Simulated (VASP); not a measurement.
A convergence study with VASP on KBr (rock salt): one setting is varied, all else stays as given below, so the limit is that of these other settings. Each run relaxes cell and ions from the cell shown. The basis is that of the starting cell, so low cut-offs carry a Pulay error.

```xyz
2
Lattice="0.0000 3.3000 3.3000 3.3000 0.0000 3.3000 3.3000 3.3000 0.0000" Properties=species:S:1:pos:R:3 pbc="T T T"
K      0.0000     0.0000     0.0000
Br     3.3000     3.3000     3.3000
```

Computed with PBE GGA, VASP's PBE PAW potentials (set 64) (plane waves; VASP). The tightest run used: 700 eV cut-off, 6×6×6 Γ-centred mesh, Gaussian smearing of 0.050 eV, potentials K_sv Br.

Gaps are read on the run's mesh, which can miss a band edge.

### Question
The settings run are ENCUT = 150; ENCUT = 200; ENCUT = 250; ENCUT = 300; ENCUT = 350; ENCUT = 400; ENCUT = 450; ENCUT = 500; ENCUT = 550; ENCUT = 600; ENCUT = 650; ENCUT = 700. From which on does the relaxed volume stay within 0.02 Å³/atom of the tightest run?…

### Answer
From ENCUT = 600 on: it is off by 0.006 there and by no more than 0.02 in any finer run, while ENCUT = 550 is off by 0.027.
```json
[
 {"setting": "ENCUT = 150", "relaxed volume (Å³/atom)": "28.613", "E (eV/atom)": "-3.4897", "gap on the mesh (eV)": "5.209", "plane waves": "310", "difference judged (Å³/atom)": "9.186"},
 {"setting": "ENCUT = 200", "relaxed volume (Å³/atom)": "34.756", "E (eV/atom)": "-3.1134", "gap on the mesh (eV)": "4.545", "plane waves": "475", "difference judged (Å³/atom)": "3.043"},
 {"setting": "ENCUT = 250", "relaxed volume (Å³/atom)": "37.249", "E (eV/atom)": "-3.1094", "gap on the mesh (eV)": "4.340", "plane waves": "656", "difference judged (Å³/atom)": "0.551"},
 {"setting": "ENCUT = 300", "relaxed volume (Å³/atom)": "37.378", "E (eV/atom)": "-3.1098", "gap on the mesh (eV)": "4.330", "plane waves": "869", "difference judged (Å³/atom)": "0.422"},
 {"setting": "ENCUT = 350", "relaxed volume (Å³/atom)": "37.559", "E (eV/atom)": "-3.1105", "gap on the mesh (eV)": "4.319", "plane waves": "1090", "difference judged (Å³/atom)": "0.240"},
 {"setting": "ENCUT = 400", "relaxed volume (Å³/atom)": "37.700", "E (eV/atom)": "-3.1112", "gap on the mesh (eV)": "4.309", "plane waves": "1315", "difference judged (Å³/atom)": "0.099"},
 {"setting": "ENCUT = 450", "relaxed volume (Å³/atom)": "37.739", "E (eV/atom)": "-3.1114", "gap on the mesh (eV)": "4.306", "plane waves": "1588", "difference judged (Å³/atom)": "0.060"},
 {"setting": "ENCUT = 500", "relaxed volume (Å³/atom)": "37.810", "E (eV/atom)": "-3.1116", "gap on the mesh (eV)": "4.301", "plane waves": "1853", "difference judged (Å³/atom)": "0.011"},
 {"setting": "ENCUT = 550", "relaxed volume (Å³/atom)": "37.772", "E (eV/atom)": "-3.1117", "gap on the mesh (eV)": "4.304", "plane waves": "2126", "difference judged (Å³/atom)": "0.027"},
 {"setting": "ENCUT = 600", "relaxed volume (Å³/atom)": "37.794", "E (eV/atom)": "-3.1118", "gap on the mesh (eV)": "4.303", "plane waves": "2424", "difference judged (Å³/atom)": "0.006"},
 {"setting": "ENCUT = 650", "relaxed volume (Å³/atom)": "37.799", "E (eV/atom)": "-3.1118", "gap on the mesh (eV)": "4.302", "plane waves": "2733", "difference judged (Å³/atom)": "0.000"},
 {"setting": "ENCUT = 700", "relaxed volume (Å³/atom)": "37.799", "E (eV/atom)": "-3.1118", "gap on the mesh (eV)": "4.302", "plane waves": "3042", "difference judged (Å³/atom)": "0.000"}
]
```

Left out are rungs that failed or repeat a setting and relaxations that didn't move; long series are thinned to 24 rows.

The compound is KBr in the rock salt structure.
